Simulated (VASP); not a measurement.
Consider the following.

```xyz
3
Lattice="0.0000 2.3453 2.3453 2.3453 0.0000 2.3453 2.3453 2.3453 0.0000" Properties=species:S:1:pos:R:3 pbc="T T T"
Li     1.1726     1.1726     1.1726
Li     3.5179     3.5179     3.5179
O      0.0000     0.0000     0.0000
```

Computed with RPBE GGA, VASP's PBE PAW potentials (set 64) (plane waves; VASP 6.6.1). Settings: 520 eV cut-off, 9×9×9 Γ-centred mesh, tetrahedra with Blöchl corrections, potentials Li_sv O.

Q: Predict the energy per atom (σ→0), band gap (on the k-mesh) with the smallest direct gap where there is one.

A: 
```yaml
band gap (on the k-mesh): 5.05 eV
smallest direct gap (on the k-mesh): 5.05 eV
energy per atom (σ→0): -4.552 eV/atom
```

Total energies compare only between runs with the same potentials, cut-off and functional.

The compound is Li2O in the antifluorite structure. It was relaxed first.
